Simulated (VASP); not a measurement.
Input:

```
Ni
1.0
    0.00000     1.70456     1.70456
    1.70456     0.00000     1.70456
    1.70456     1.70456     0.00000
Ni
1
Direct
  0.00000   0.00000   0.00000
```
Starting moments (μB, in the order of the record's atoms Ni): 0.6.

The numbers are results of PBE GGA with D4 dispersion, VASP's PBE PAW potentials (set 64) (plane waves; VASP), not measurements. Settings: 520 eV cut-off, 18×18×18 Γ-centred mesh, first-order Methfessel-Paxton smearing of 0.10 eV, potentials Ni.

Problem. Give the stress tensor in GPa (positive for a compressed cell).

Solution. 
```
15.86   0.00   0.00
 0.00  15.86   0.00
 0.00   0.00  15.86
```
The pressure is its mean diagonal, 15.86 GPa.

The compound is Ni in the fcc structure. This cell is one point of a volume scan, at 0.94 of the reference volume.
